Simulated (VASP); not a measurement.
Input:

```yaml
crystal:
  lattice:
    - [0.00000, 2.55486, 2.55486]
    - [2.55486, 0.00000, 2.55486]
    - [2.55486, 2.55486, 0.00000]
  atoms:
    - { symbol: Ca, position: [0.00000, 0.00000, 0.00000] }
    - { symbol: F, position: [0.25000, 0.25000, 0.25000] }
    - { symbol: F, position: [0.75000, 0.75000, 0.75000] }
```

The numbers are results of PBE GGA, VASP's PBE PAW potentials (set 64) (plane waves; VASP 6.6.1), not measurements. Settings: 600 eV cut-off, 6×6×6 Γ-centred mesh, Gaussian smearing of 0.050 eV, potentials Ca_sv F.

Question: What does the run give for the energy per atom (σ→0), pressure, band gap (on the k-mesh) with the smallest direct gap where there is one?

Answer: 
```json
{
  "band gap (on the k-mesh)": "8.55 eV",
  "smallest direct gap (on the k-mesh)": "8.65 eV",
  "energy per atom (σ→0)": "-5.556 eV/atom",
  "pressure": "300.7 kbar"
}
```

The absolute energy has meaning only against runs of the same code, potentials and settings.

The compound is CaF2 in the fluorite structure. It was relaxed first under an external pressure of 30 GPa.
